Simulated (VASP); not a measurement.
Consider the following.

```xyz
5
Lattice="3.7552 0.0000 0.0000 0.0000 3.7552 0.0000 0.0000 0.0000 3.7552" Properties=species:S:1:pos:R:3 pbc="T T T"
Sr     0.0000     0.0000     0.0000
Ti     1.8776     1.8776     1.8776
O      1.8776     0.0000     1.8776
O      0.0000     1.8776     1.8776
O      1.8776     1.8776     0.0000
```

These are LDA (Ceperley-Alder, Perdew-Zunger), VASP's LDA PAW potentials (set 64) (plane waves; VASP) values and carry that method's errors. Settings: 620 eV cut-off, 6×6×6 Γ-centred mesh, Gaussian smearing of 0.050 eV, potentials Sr_sv Ti_sv O.

Q: Predict the energy per atom (σ→0), pressure, band gap (on the k-mesh) with the smallest direct gap where there is one.

A: 
```
Property                                     Result
-----------------------------------  --------------
band gap (on the k-mesh)                    1.93 eV
smallest direct gap (on the k-mesh)         2.20 eV
energy per atom (σ→0)                -8.782 eV/atom
pressure                                  19.81 GPa
```

Only differences to runs with the same potentials and settings are physical.

The compound is SrTiO3 in the cubic perovskite structure, the ideal cubic form; the compound distorts at low or room temperature. It was relaxed first under an external pressure of 20 GPa.
